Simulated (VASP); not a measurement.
FeC23 (a cell with a defect), 24 atoms in the cell. The cell holds a defect, 24 atoms: a = 7.566 Å, b = 5.044 Å, c = 5.044 Å, α = 60.00°, β = 60.00°, γ = 60.00°. 

* Program: VASP 6.6.1
* Task: single point
* Functional: PBEsol
* Potentials or basis: VASP PAW PBE potentials, release 64 (Fe, C)
* Cutoff: 450 eV
* k mesh: 3 × 4 × 4
* Occupations: gaussian, width 0.03 eV
* Spin: collinear spin, ferromagnetic start
* Starting moments: [4.0, 0.0, 0.0, 0.0, 0.0, 0.0, 0.0, 0.0, 0.0, 0.0, 0.0, 0.0, 0.0, 0.0, 0.0, 0.0, 0.0, 0.0, 0.0, 0.0, 0.0, 0.0, 0.0, 0.0] μB
* Hubbard terms: Fe d U = 4 eV
* Dq: 0
* Further INCAR settings: LREAL = Auto; ALGO = All; EDIFF = 1e-05; NBANDS = 72; ISYM = 0

Potentials or basis: VASP PAW PBE potentials, release 64 (Fe, C).

The run is started by

```console
$ cat potpaw_PBE.64/Fe/POTCAR potpaw_PBE.64/C/POTCAR > POTCAR
$ mpirun -np 4 vasp_std > vasp.out
```

Hardware: 4 MPI ranks on Intel(R) Xeon(R) Platinum 8559C (Emerald Rapids) (shared host).

Question: How long does it take, and how much memory?

Answer: Run time: 6.3 min on 4 MPI ranks on Intel(R) Xeon(R) Platinum 8559C (Emerald Rapids), on a shared host, peak memory 0.81 GiB a rank. Counts: scf iterations 27, k points 26.
